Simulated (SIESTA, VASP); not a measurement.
The input files of a VASP run:

### POSCAR
```
Cr
1
    2.8224000000     0.0000000000     0.0000000000
    0.0000000000     2.8224000000     0.0000000000
    0.0000000000     0.0000000000     2.8224000000
Cr
2
Direct
  0.0000000000   0.0000000000   0.0000000000
  0.5000000000   0.5000000000   0.5000000000
```

**KPOINTS**
```
Automatic mesh
0
Gamma
9 9 9
0 0 0
```

**INCAR**
```
# general
SYSTEM =Cr
PREC   =Accurate
ENCUT  =300   # plane-wave cut-off (eV)
LREAL  =.False.   # projection in real space or not
LASPH  =.True.   # aspherical one-centre terms

# electronic loop
EDIFF  =1E-6   # SCF stop (eV)
NELM   =100   # most electronic steps
ALGO   =Normal   # blocked Davidson
LMAXMIX=4   # l cut-off of mixed one-centre charges

# smearing
ISMEAR =0
SIGMA  =0.2   # width (eV)

# functional
GGA    =PE   # PBE

# spin
ISPIN  =2   # spin-polarised
MAGMOM =1.5 -1.5

# ions
ISIF   =2   # forces and stress, cell fixed

# output
LWAVE  =.False.
LCHARG =.False.
LORBIT =11
```

POTCAR, in this order: Cr_pv (PBE.64 set). Program: vasp_std.

Problem. Translate it to SIESTA.

Solution. One input that does it (GGA PBE, numerical atomic orbitals TZP, PseudoDojo PBE standard norm-conserving potentials (rewritten from UPF to PSML)):
```
# files in the folder: Cr.psml (PseudoDojo PBE standard)
SystemName  Cr
SystemLabel Cr

NumberOfAtoms                2
NumberOfSpecies              1
%block ChemicalSpeciesLabel
  1 24 Cr
%endblock ChemicalSpeciesLabel
LatticeConstant              1.0 Bohr
%block LatticeVectors
     5.333563014    0.000000000    0.000000000
     0.000000000    5.333563014    0.000000000
     0.000000000    0.000000000    5.333563014
%endblock LatticeVectors
AtomicCoordinatesFormat      ScaledCartesian
%block AtomicCoordinatesAndAtomicSpecies
     0.000000000    0.000000000    0.000000000  1
     2.666781507    2.666781507    2.666781507  1
%endblock AtomicCoordinatesAndAtomicSpecies

XC.functional                GGA
XC.authors                   PBE
PAO.BasisSize                TZP
PAO.EnergyShift              0.01 Ry
MeshCutoff                   400 Ry
%block kgrid.MonkhorstPack
    9   0   0  0.0
    0   9   0  0.0
    0   0   9  0.0
%endblock kgrid.MonkhorstPack
OccupationFunction           MP
OccupationMPOrder            0
ElectronicTemperature        200.0 meV
Spin                         polarized
%block DM.InitSpin
  1 +1.50
  2 -1.50
%endblock DM.InitSpin

MaxSCFIterations             150
SCF.Mixer.Method             Pulay
SCF.Mixer.Weight             0.1
SCF.Mixer.History            6
SCF.DM.Tolerance             1.0E-04
Diag.ParallelOverK           true
WriteForces                  true
Charge.Mulliken              end
```
The two runs describe the same crystal, functional and task. Each code takes its own potentials, basis and convergence tests.

The structure is a typed Cr crystal (Im-3m). The cell was not relaxed at this level, and its volume differs by -5.9 % from the start's.
